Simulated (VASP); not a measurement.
# MoI (P4/mmm) in VASP: notebook

One crystal, MoI, is run at these levels: LDA; tasks: band structure.

Program: VASP 6.6.1. These are calculated values, not measurements. Logs are shortened: lines on timing, memory, paths and dates and some standing lists are left out, and cuts for length are marked.

## Step 1: The structure

It takes space group P4/mmm (No. 123, tetragonal). Conventional cell: a = 3.623 Å, b = 3.623 Å, c = 5.042 Å, α = 90.00°, β = 90.00°, γ = 90.00°. Mo (site symmetry 4/mmm) is surrounded by 4 I at 2.56 Å. Around I (site symmetry 4/mmm) lie 4 Mo at 2.56 Å.

The cell was built by a generator and needn't be a form met in nature.

## Step 2: Band structure, LDA

Contents of INCAR:

```
SYSTEM = MoI
PREC     = Accurate       ! precision mode
ENCUT    = 520            ! plane-wave cutoff, eV
EDIFF    = 1E-6           ! SCF threshold, eV
ISMEAR   = -1             ! smearing method
SIGMA    = 0.05           ! smearing width, eV
LREAL    = .FALSE.        ! projectors in reciprocal space
LASPH    = .TRUE.         ! aspherical terms in the spheres
NELM     = 100            ! most SCF steps
ALGO     = Normal         ! electronic algorithm
ISIF     = 2              ! what is computed and relaxed
LWAVE    = .FALSE.        ! write WAVECAR
LCHARG   = .FALSE.        ! write CHGCAR
LMAXMIX  = 4              ! l up to which the mixer works
GGA      = CA             ! functional
```

Contents of KPOINTS:

```
Automatic mesh
0
G
  5 5 4
  0 0 0
```

Contents of POSCAR:

```
MoI
1.0
    3.6232628200      0.0000000000      0.0000000000
    0.0000000000      3.6232628200      0.0000000000
    0.0000000000      0.0000000000      5.0420814100
Mo I
1 1
Direct
    0.5000000000      0.5000000000      0.5000000000
    0.0000000000      0.0000000000      0.5000000000
```

Contents of KPOINTS_OPT:

```
path GXMGZRAZ,XR,MA
10
line-mode
reciprocal
 0.0000000000  0.0000000000  0.0000000000  G
 0.0000000000  0.5000000000  0.0000000000  X

 0.0000000000  0.5000000000  0.0000000000  X
 0.5000000000  0.5000000000  0.0000000000  M

 0.5000000000  0.5000000000  0.0000000000  M
 0.0000000000  0.0000000000  0.0000000000  G

 0.0000000000  0.0000000000  0.0000000000  G
 0.0000000000  0.0000000000  0.5000000000  Z

 0.0000000000  0.0000000000  0.5000000000  Z
 0.0000000000  0.5000000000  0.5000000000  R

 0.0000000000  0.5000000000  0.5000000000  R
 0.5000000000  0.5000000000  0.5000000000  A

 0.5000000000  0.5000000000  0.5000000000  A
 0.0000000000  0.0000000000  0.5000000000  Z

 0.0000000000  0.5000000000  0.0000000000  X
 0.0000000000  0.5000000000  0.5000000000  R

 0.5000000000  0.5000000000  0.0000000000  M
 0.5000000000  0.5000000000  0.5000000000  A
```

Potentials or basis: VASP PAW LDA potentials, release 64 (Mo_sv, I).

The run is started by

```
$ cat potpaw_LDA.64/Mo_sv/POTCAR potpaw_LDA.64/I/POTCAR > POTCAR
$ mpirun -np 1 vasp_std > vasp.out
```

OUTCAR:

```text
SYSTEM = MoI
   PREC = Accurate
   ENCUT = 520
   EDIFF = 1E-6
   ISMEAR = -1
   LREAL = .FALSE.
   LASPH = .TRUE.
   NELM = 100
   ISIF = 2
   GGA = CA

 ion  position               nearest neighbor table
   1  0.500  0.500  0.500-   2 2.56   2 2.56   2 2.56   2 2.56
   2  0.000  0.000  0.500-   1 2.56   1 2.56   1 2.56   1 2.56

  LATTYP: Found a simple tetragonal cell.
 ALAT       =     3.6232628200
 C/A-ratio  =     1.3915858883

  Lattice vectors:

 A1 = (   3.6232628200,   0.0000000000,   0.0000000000)
 A2 = (   0.0000000000,   3.6232628200,   0.0000000000)
 A3 = (   0.0000000000,   0.0000000000,   5.0420814100)

Analysis of symmetry for initial positions (statically):
=====================================================================
 Subroutine PRICEL returns:
 Original cell was already a primitive cell.

 Routine SETGRP: Setting up the symmetry group for a
 simple tetragonal supercell.

 Subroutine GETGRP returns: Found 16 space group operations
 (whereof 16 operations were pure point group operations)
 out of a pool of 16 trial point group operations.

The static configuration has the point symmetry D_4h.

Analysis of symmetry for dynamics (positions and initial velocities):
=====================================================================
 Subroutine PRICEL returns:
 Original cell was already a primitive cell.

 Routine SETGRP: Setting up the symmetry group for a
 simple tetragonal supercell.

 Subroutine GETGRP returns: Found 16 space group operations
 (whereof 16 operations were pure point group operations)
 out of a pool of 16 trial point group operations.

The dynamic configuration has the point symmetry D_4h.

 Subroutine INISYM returns: Found 16 space group operations
 (whereof 16 operations are pure point group operations),
 and found     1 'primitive' translations

----------------------------------------------------------------------------------------

                                     Primitive cell

  volume of cell :      66.1926

  direct lattice vectors                    reciprocal lattice vectors
     3.623262820  0.000000000  0.000000000     0.275994332  0.000000000  0.000000000
     0.000000000  3.623262820  0.000000000     0.000000000  0.275994332  0.000000000
     0.000000000  0.000000000  5.042081410     0.000000000  0.000000000  0.198330792

  length of vectors
     3.623262820  3.623262820  5.042081410     0.275994332  0.275994332  0.198330792

  position of ions in fractional coordinates (direct lattice)
     0.500000000  0.500000000  0.500000000
     0.000000000  0.000000000  0.500000000

  ion indices of the primitive-cell ions
   primitive index   ion index
                 1           1
                 2           2

----------------------------------------------------------------------------------------

 KPOINTS: Automatic mesh

Automatic generation of k-mesh.
 Grid dimensions read from file:
 generate k-points for:    5    5    4

 Generating k-lattice:

  Cartesian coordinates                     Fractional coordinates (reciprocal lattice)
     0.055198866  0.000000000  0.000000000     0.200000000  0.000000000  0.000000000
     0.000000000  0.055198866  0.000000000     0.000000000  0.200000000  0.000000000
     0.000000000  0.000000000  0.049582698     0.000000000  0.000000000  0.250000000

  Length of vectors
     0.055198866  0.055198866  0.049582698

  Shift w.r.t. Gamma in fractional coordinates (k-lattice)
     0.000000000  0.000000000  0.000000000

 Subroutine IBZKPT returns following result:
 ===========================================

 Found     18 irreducible k-points:

 Following reciprocal coordinates:
            Coordinates               Weight
  0.000000  0.000000  0.000000      1.000000
  0.200000  0.000000  0.000000      4.000000
  0.400000  0.000000  0.000000      4.000000
  0.200000  0.200000  0.000000      4.000000
  0.400000  0.200000  0.000000      8.000000
  0.400000  0.400000  0.000000      4.000000
[... 10 lines left out ...]
  0.400000  0.200000  0.500000      8.000000
  0.400000  0.400000  0.500000      4.000000
   k-points           NKPTS =     18   k-points in BZ     NKDIM =     18   number of bands    NBANDS=     14
   number of dos      NEDOS =    301   number of ions     NIONS =      2
   total plane-waves  NPLWV =  31360
   dimension x,y,z NGX =    28 NGY =   28 NGZ =   40
   dimension x,y,z NGXF=    56 NGYF=   56 NGZF=   80
   ions per type =               1   1
   NGX,Y,Z   is equivalent  to a cutoff of  12.85, 12.85, 13.19 a.u.
   NGXF,Y,Z  is equivalent  to a cutoff of  25.69, 25.69, 26.38 a.u.
 SYSTEM =  MoI
   PREC   = accura    normal or accurate (medium, high low for compatibility)
   ISTART =      0    job   : 0-new  1-cont  2-samecut
   ICHARG =      2    charge: 1-file 2-atom 10-const
   ISPIN  =      1    spin polarized calculation?
   LNONCOLLINEAR =      F non collinear calculations
   LSORBIT =      F    spin-orbit coupling
   LASPH  =      T    aspherical Exc in radial PAW
   ENCUT  =  520.0 eV  38.22 Ry    6.18 a.u.   6.74  6.74  9.37*2*pi/ulx,y,z
   NELM   =    100;   NELMIN=  2; NELMDL= -5     # of ELM steps
   EDIFF  = 0.1E-05   stopping-criterion for ELM
   LREAL  =      F    real-space projection
   EDIFFG = 0.1E-04   stopping-criterion for IOM
   NSW    =      0    number of steps for IOM
   IBRION =     -1    ionic relax: 0-MD 1-quasi-New 2-CG
[... 8 lines left out ...]
   EMIN   =  10.00;   EMAX   =-10.00  energy-range for DOS
   EFERMI =   0.00;   METHOD = LEGACY
   ISMEAR =    -1;   SIGMA  =   0.05  broadening in eV -4-tet -1-fermi 0-gaus
   EFERMI_NEDOS =   21; number of points for ismear=-14 and -15
   IALGO  =     38    algorithm
   IMIX   =      4    mixing-type and parameters
     AMIX     =   0.40;   BMIX     =  1.00
     AMIX_MAG =   1.60;   BMIX_MAG =  1.00
  volume/ion in A,a.u.               =      33.10       223.34
  Fermi-wavevector in a.u.,A,eV,Ry     =   1.116550  2.109973 16.962157  1.246683
  Thomas-Fermi vector in A             =   2.253165
   LORBIT       =      0    0 simple, 1 ext, 2 COOP (PROOUT), +10 PAW based schemes
   GGA     = CA    functional components
   LHFCALC =     F    Hartree Fock is set to
   AEXX    =    0.0000 exact exchange contribution
   IVDW    =     0    specifies the selected vdW correction
   LEPSILON=     F    determine dielectric tensor
   LRPA    =     F    only Hartree local field effects (RPA)
 non-spin polarized calculation
  energy-cutoff  :      520.00
  volume of cell :       66.19
 maximum number of plane-waves:      1803
 NGX is ok and might be reduce to    28
   NGX = 13   NGY = 13   NGZ = 19

 number of electron      20.9999996 magnetization

 Free energy of the ion-electron system (eV)
  ---------------------------------------------------
  ext. energy  EPLUGINS =         0.00000000
  ---------------------------------------------------
  free energy    TOTEN  =        -9.65977845 eV

  energy without entropy =       -9.61455584  energy(sigma->0) =       -9.63716714

 E-fermi :   5.3057     XC(G=0):  -8.9822

 val. band max:        5.3026436571   @ k =   0.4000   0.0000   0.5000
 cond. band min:       5.3256308100   @ k =   0.4000   0.0000   0.2500
 fundamental gap:      0.0229871529
 Fermi energy:         5.3056671622

 k-point     1 :       0.0000    0.0000    0.0000
  band No.  band energies     occupation
      1     -55.0300      2.00000
      2     -29.6136      2.00000
      3     -29.6136      2.00000
      4     -29.0243      2.00000
      5     -10.7737      2.00000
      6       0.4364      2.00000
      7       1.8567      2.00000
      8       1.8567      2.00000
      9       1.8661      2.00000
     10       3.7825      2.00000
     11       3.9496      2.00000
     12       5.1782      1.85496
     13       5.1782      1.85496
     14       8.0732      0.00000

 k-point     2 :       0.2000    0.0000    0.0000
  band No.  band energies     occupation
      1     -55.0286      2.00000
      2     -29.6484      2.00000
      3     -29.6035      2.00000
      4     -29.0216      2.00000
      5     -10.4142      2.00000
      6      -0.5295      2.00000
      7       0.3372      2.00000
      8       0.3464      2.00000
      9       3.3280      2.00000
     10       4.2150      2.00000
     11       5.2416      1.56556
     12       5.5053      0.03625
     13       6.1295      0.00000
     14       9.2618      0.00000

 k-point     3 :       0.4000    0.0000    0.0000
  band No.  band energies     occupation
      1     -55.0264      2.00000
      2     -29.7040      2.00000
      3     -29.5871      2.00000
      4     -29.0171      2.00000
      5      -9.7018      2.00000
      6      -2.6266      2.00000
      7      -0.8223      2.00000
      8       0.1964      2.00000
      9       4.7006      1.99999
     10       4.9563      1.99815
     11       5.3490      0.59227
     12       6.4889      0.00000
     13       8.9254      0.00000
     14       9.0405      0.00000
[... 222 lines left out ...]
 k-point    17 :       0.4000    0.2000    0.5000
  band No.  band energies     occupation
      1     -55.0244      2.00000
      2     -29.6953      2.00000
      3     -29.6233      2.00000
      4     -29.0157      2.00000
      5      -9.7311      2.00000
      6      -2.1773      2.00000
      7      -0.7240      2.00000
      8       0.1942      2.00000
      9       4.4225      2.00000
     10       5.2073      1.75476
     11       5.8052      0.00009
     12       5.9418      0.00001
     13       7.5694      0.00000
     14       7.7704      0.00000

 k-point    18 :       0.4000    0.4000    0.5000
  band No.  band energies     occupation
      1     -55.0213      2.00000
      2     -29.6815      2.00000
      3     -29.6812      2.00000
      4     -29.0126      2.00000
      5      -9.8254      2.00000
      6      -1.2510      2.00000
      7      -0.6463      2.00000
      8       0.9733      2.00000
      9       3.7918      2.00000
     10       4.4568      2.00000
     11       5.5780      0.00859
     12       5.8905      0.00002
     13       6.7586      0.00000
     14       8.2058      0.00000

------------------------ aborting loop because EDIFF is reached ----------------------------------------

  FORCE on cell =-STRESS in cart. coord.  units (eV):
  Direction    XX          YY          ZZ          XY          YZ          ZX
  --------------------------------------------------------------------------------------
  -------------------------------------------------------------------------------------
  Total        4.3499882      4.3499882     -1.4342397      0.0000000      0.0000000     -0.0000000
  in kB      105.2904868    105.2904868    -34.7154503      0.0000000      0.0000000     -0.0000000
  external PRESSURE =      58.6218411 kB  Pullay stress =       0.0000000 kB

 VOLUME and BASIS-vectors are now :
 -----------------------------------------------------------------------------
  energy-cutoff  :      520.00
  volume of cell :       66.19
      direct lattice vectors                 reciprocal lattice vectors
     3.623262820  0.000000000  0.000000000     0.275994332  0.000000000  0.000000000
     0.000000000  3.623262820  0.000000000     0.000000000  0.275994332  0.000000000
     0.000000000  0.000000000  5.042081410     0.000000000  0.000000000  0.198330792

 POSITION                                       TOTAL-FORCE (eV/Angst)
 -----------------------------------------------------------------------------------
      1.81163      1.81163      2.52104         0.000000      0.000000      0.000000
      0.00000      0.00000      2.52104         0.000000      0.000000      0.000000
 -----------------------------------------------------------------------------------
    total drift:                                0.000000      0.000000      0.000000

  FREE ENERGIE OF THE ION-ELECTRON SYSTEM (eV)
  ---------------------------------------------------
  free  energy   TOTEN  =        -9.6597784499 eV

  energy  without entropy=       -9.6145558357  energy(sigma->0) =       -9.63716714
```

Wall time 48 s (1 thread of Intel Xeon Platinum 8259CL at 2.50GHz (Skylake/Cascade Lake), shared host); peak memory 0.17 GiB.

What came out:

- Free energy: -9.6598 eV
- Pressure: 5.9 GPa
- Band gap along the path: none (metal or under the smearing width)

Stress tensor (GPa, compression positive):
```
10.53  0.00  0.00
 0.00 10.53  0.00
 0.00  0.00 -3.47
```

Levels at the corners of the path, in eV from the Fermi level:
```csv
point,band 6,band 7,band 8,band 9,band 10,band 11,band 12,band 13,band 14
Γ,-4.87,-3.45,-3.45,-3.44,-1.52,-1.36,-0.13,-0.13,2.77
X,-8.26,-6.28,-5.14,-0.48,0.05,0.06,1.56,3.17,3.34
X,-8.26,-6.28,-5.14,-0.48,0.05,0.06,1.56,3.17,3.34
M,-6.04,-6.04,-3.56,-1.41,-1.41,-0.04,0.59,1.31,1.37
M,-6.04,-6.04,-3.56,-1.41,-1.41,-0.04,0.59,1.31,1.37
Γ,-4.87,-3.45,-3.45,-3.44,-1.52,-1.36,-0.13,-0.13,2.77
Γ,-4.87,-3.45,-3.45,-3.44,-1.52,-1.36,-0.13,-0.13,2.77
Z,-5.43,-3.42,-3.42,-3.42,-1.52,-0.20,-0.20,-0.11,3.52
Z,-5.43,-3.42,-3.42,-3.42,-1.52,-0.20,-0.20,-0.11,3.51
R,-8.23,-6.27,-5.46,-0.10,0.02,0.51,1.24,1.44,4.34
R,-8.23,-6.27,-5.46,-0.10,0.02,0.51,1.24,1.44,4.34
A,-5.99,-5.99,-3.86,-1.63,-1.63,0.16,0.59,1.46,1.97
A,-5.99,-5.99,-3.86,-1.63,-1.63,0.16,0.59,1.46,1.97
Z,-5.43,-3.42,-3.42,-3.42,-1.52,-0.20,-0.20,-0.11,3.51
X,-8.26,-6.28,-5.14,-0.48,0.05,0.06,1.56,3.17,3.34
R,-8.23,-6.27,-5.46,-0.10,0.02,0.51,1.24,1.44,4.34
M,-6.04,-6.04,-3.56,-1.41,-1.41,-0.04,0.59,1.31,1.37
A,-5.99,-5.99,-3.86,-1.63,-1.63,0.16,0.59,1.46,1.97
```

Caveat: spin-orbit coupling is left out, which moves the levels of the heavy elements; an odd number of electrons without spin polarisation forces a metal; a magnetic or distorted state may lie lower.

## Step 3: Band structure, LDA, spin-orbit coupling, no magnetisation

INCAR: that of step 2 with these lines changed.

```diff
@@ -13,3 +13,7 @@
 LCHARG   = .FALSE.        ! write CHGCAR
+LNONCOLLINEAR= .TRUE.         ! non-collinear magnetism
+MAGMOM   = 0 0 0 0 0 0    ! initial moments
+LORBIT   = 11             ! projections on sites
+LSORBIT  = .TRUE.         ! spin-orbit coupling
+GGA_COMPAT= .FALSE.      
 LMAXMIX  = 4              ! l up to which the mixer works
-GGA      = CA             ! functional
```

KPOINTS is that of step 2.

POSCAR is that of step 2.

KPOINTS_OPT is that of step 2.

Potentials or basis: VASP PAW LDA potentials, release 64 (Mo_sv, I).

The run is started by

```
$ cat potpaw_LDA.64/Mo_sv/POTCAR potpaw_LDA.64/I/POTCAR > POTCAR
$ mpirun -np 1 vasp_ncl > vasp.out
```

Run time: 3.5 min. Hardware: 1 thread of Intel Xeon Platinum 8259CL at 2.50GHz (Skylake/Cascade Lake), shared host; peak memory 0.29 GiB.

The run converged. Its results:

- Free energy: -9.9137 eV
- Pressure: 6.0 GPa
- Valence electrons inside the program's atomic spheres: Mo 12.61; I 4.46

Stress tensor (GPa, compression positive):
```
10.68  0.00  0.00
 0.00 10.68  0.00
 0.00  0.00 -3.42
```

## Step 4: For comparison

An earlier run on the cell as given: functional PBE; potentials or basis VASP PAW PBE potentials, release 64 (Mo_sv, I); cutoff 520 eV; k mesh 7 × 7 × 5; occupations fermi-dirac, width 0.05 eV; no spin polarisation.

- Pressure: 10.9 GPa
- Band gap on the k mesh: none (metal or under the smearing width)

## Step 5: Summary

| task | level | potentials or basis | spin | k mesh | pressure (GPa) |
| --- | --- | --- | --- | --- | --- |
| band structure | LDA | VASP PAW LDA potentials, release 64 (Mo_sv, I) | off | 5 × 5 × 4 | 5.9 |
| band structure | LDA | VASP PAW LDA potentials, release 64 (Mo_sv, I) | SOC, no magnetisation | 5 × 5 × 4 | 6.0 |
| single point | PBE | VASP PAW PBE potentials, release 64 (Mo_sv, I) | off | 7 × 7 × 5 | 10.9 |

Alike in all rows: cell as given; cutoff (eV) 520; smearing fermi-dirac 0.05 eV.

Caveats: an odd number of electrons without spin polarisation forces a metal (some runs); a magnetic or distorted state may lie lower (some runs); spin-orbit coupling is left out, which moves the levels of the heavy elements (some runs); this functional lacks dispersion, which binds the layers, so the pressure and a relaxed spacing across them are unreliable (some runs).

Total energies depend on the potentials used, so only differences within one code and one set of settings carry meaning.
